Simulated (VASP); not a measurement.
An input for Quantum ESPRESSO's pw.x (written as the equivalent of a VASP run, and not itself run):

```
&CONTROL
  calculation = 'scf'
  pseudo_dir = './pseudo'
  outdir = './out'
  tprnfor = .true.
  tstress = .true.
/
&SYSTEM
  ibrav = 0
  nat = 6
  ntyp = 2
  ecutwfc = 84
  occupations = 'smearing'
  smearing = 'gaussian'
  degauss = 0.00735
  input_dft = 'pbesol'
/
&ELECTRONS
  conv_thr = 7.3e-08
  electron_maxstep = 100
/
ATOMIC_SPECIES
  C 12.011 C.upf
  Tc 97.907 Tc.upf
CELL_PARAMETERS angstrom
     3.9636120    0.0000000    0.0000000
    -1.9818060    3.4325890    0.0000000
     0.0000000    0.0000000    4.8565140
ATOMIC_POSITIONS crystal
  C    0.3333330  0.6666670  0.2500000
  C    0.6666670  0.3333330  0.7500000
  Tc   0.0000000  0.0000000  0.0000000
  Tc   0.0000000  0.0000000  0.5000000
  Tc   0.3333330  0.6666670  0.7500000
  Tc   0.6666670  0.3333330  0.2500000
K_POINTS automatic
  6 6 5 0 0 0
```

Task: Translate this input to VASP (INCAR, KPOINTS, POSCAR, choice of POTCAR).

Result: This is not unique; one that fits is 
### KPOINTS
```
Automatic mesh
0
Gamma
6 6 5
0 0 0
```

**INCAR**
```
# general
SYSTEM   =  Tc2C
PREC     =  Accurate
ENCUT    =  400
LREAL    =  .FALSE.
LASPH    =  .TRUE.

# electronic loop
EDIFF    =  1E-6
NELM     =  100
ALGO     =  Normal
LMAXMIX  =  4

# smearing
ISMEAR   =  0
SIGMA    =  0.1

# functional
GGA      =  PS

# ions
ISIF     =  2

# output
LWAVE    =  .FALSE.
LCHARG   =  .FALSE.
```

File POSCAR:
```
Tc2C
9.7130280
  0.4080717156   0.0000000000   0.0000000000
 -0.2040358578   0.3534005050   0.0000000000
  0.0000000000   0.0000000000   0.5000000000
C Tc
2 4
direct
  0.3333330000   0.6666670000   0.2500000000
  0.6666670000   0.3333330000   0.7500000000
  0.0000000000   0.0000000000   0.0000000000
  0.0000000000   0.0000000000   0.5000000000
  0.3333330000   0.6666670000   0.7500000000
  0.6666670000   0.3333330000   0.2500000000
```

POTCAR, in this order: C Tc_pv (PBE.64 set). Program: vasp_std.

Limits of the translation: the potentials are each code's own (VASP's PAW set, PseudoDojo norm-conserving files in pw.x), so ENCUT and ecutwfc are chosen apart and not converted; conv_thr bounds pw.x's estimated SCF error, while EDIFF bounds the energy change between steps.

The structure was generated: Tc2C was put into an ordered model structure, which need not be its known phase. The cell was not relaxed at this level. The k-mesh is coarse (spacing up to 0.31 per Å, 2π included), so the numbers may not be converged in it. The run is one of a series of settings (GGA = PS against the base run), some of them coarse on purpose.
